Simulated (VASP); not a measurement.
The system is CuPb.

```xyz
2
Lattice="3.5147 0.0000 0.0000 -1.7573 3.0438 0.0000 0.0000 0.0000 3.4291" Properties=species:S:1:pos:R:3 pbc="T T T"
Cu    0.0000    2.0292    0.0000
Pb    1.7573    1.0146    1.7146
```

The cell was built by a generator and needn't be a form met in nature.

| Property | Result |
| --- | --- |
| Program | VASP 6.6.1 |
| Task | relaxation of cell and atoms |
| Functional | r2SCAN |
| Potentials or basis | VASP PAW PBE potentials, release 64 (Cu, Pb_d) |
| Cutoff | 600 eV |
| k mesh | 9 × 9 × 8 |
| Occupations | methfessel-paxton, width 0.2 eV |
| Spin | no spin polarisation |

At the start: pressure 16.7 GPa; volume 18.34 Å³/atom.

Q: Where does the relaxation end?

A: Over 12 steps the energy falls by 162.4 meV/atom and the volume is 21.59 Å³/atom (+17.7 %); space group P-6m2 (No. 187, to 0.05 Å).

Step by step:
```tsv
step	energy change (eV)	largest force (eV/Å)	pressure (GPa)	volume (Å³)
1	0.0000	0.0000	16.68	36.68
2	-0.2455	0.0000	-4.51	47.79
3	-0.3072	0.0000	0.06	43.62
4	-0.3072	0.0000	-0.14	43.77
5	-0.3110	0.0000	-0.17	43.75
6	-0.3210	0.0000	-0.40	43.69
7	-0.3210	0.0000	-0.92	43.47
8	-0.3234	0.0000	-0.68	43.57
9	-0.3238	0.0000	-0.56	43.64
10	-0.3240	0.0000	-0.61	43.62
11	-0.3233	0.0000	0.83	42.59
12	-0.3249	0.0000	-0.02	43.18
```

Final structure:
```cif
data_structure
_symmetry_space_group_name_H-M 'P 1'
_symmetry_Int_Tables_number 1
_cell_length_a 3.6072
_cell_length_b 3.6072
_cell_length_c 3.8318
_cell_angle_alpha 90.000
_cell_angle_beta 90.000
_cell_angle_gamma 120.000
_cell_volume 43.18
loop_
_atom_site_label
_atom_site_type_symbol
_atom_site_fract_x
_atom_site_fract_y
_atom_site_fract_z
_atom_site_occupancy
Cu1 Cu 0.33333 0.66667 0.00000 1
Pb1 Pb 0.66667 0.33333 0.50000 1
```

Caveat: the volume moved by over 15 % at a fixed basis, so the end points are rough; the PAW data sets were made with another functional, which shifts forces and pressure a little.
